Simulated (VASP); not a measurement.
Input for VASP

POSCAR:
```
BN
2.6010
  0.5000000000  -0.8660253749   0.0000000000
  0.5000000000   0.8660253749   0.0000000000
  0.0000000000   0.0000000000   1.6549019608
B N
2 2
Cartesian
  0.5000000000  -0.2886757023   0.8274509804
  0.5000000000   0.2886757023   0.0000000000
  0.5000000000  -0.2886757023   1.4480392157
  0.5000000000   0.2886757023   0.6205882353
```

File KPOINTS:
```
Automatic mesh
0
gamma
 9 9 5
```

**INCAR**
```
SYSTEM = BN
PREC = Accurate
ENCUT = 520
EDIFF = 1E-6
NELM = 100
ALGO = Normal
LREAL = .FALSE.
LASPH = .TRUE.
ISMEAR = 0
SIGMA = 0.05
GGA = PE
LWAVE = .FALSE.
LCHARG = .FALSE.
ISIF = 2
NBANDS = 16
```

POTCAR, in this order: B N (PBE.64 set). Program: vasp_std.

Task: Translate this PBE calculation to Ansatz.

Result: One equivalent input (not run):
Ansatz 0.2 input:
```yaml
crystal:
  lattice:
    - [1.3005000, -2.2525320, 0.0000000]
    - [1.3005000, 2.2525320, 0.0000000]
    - [0.0000000, 0.0000000, 4.3044000]
  atoms:
    - { symbol: B, position: [0.6666670, 0.3333330, 0.5000000] }
    - { symbol: B, position: [0.3333330, 0.6666670, 0.0000000] }
    - { symbol: N, position: [0.6666670, 0.3333330, 0.8750000] }
    - { symbol: N, position: [0.3333330, 0.6666670, 0.3750000] }
kpoints:
  mp_grid: { grid: [9, 9, 5] }
hamiltonian:
  xc: pbe
  pseudopotentials: { kind: paw }
scf:
  occupations: { method: gaussian, width: 0.05 }
  max_iter: 100
output: { forces: true, stress: true, eigenvalues: true }
```
Limits of the translation: each code has its own PAW files, so the cut-off isn't converted (ENCUT is set for VASP's; basis.ecutwfc is left out, and Ansatz then takes the one that its files recommend); Ansatz stops its SCF on the density residual and VASP on the energy change (EDIFF); the number of bands isn't carried over, since the valence differs with the files.

The compound is BN in the wurtzite structure, a metastable high-pressure form. The cell was not relaxed at this level. The run is one of a series of settings (NBANDS = 16 against the base run), some of them coarse on purpose.
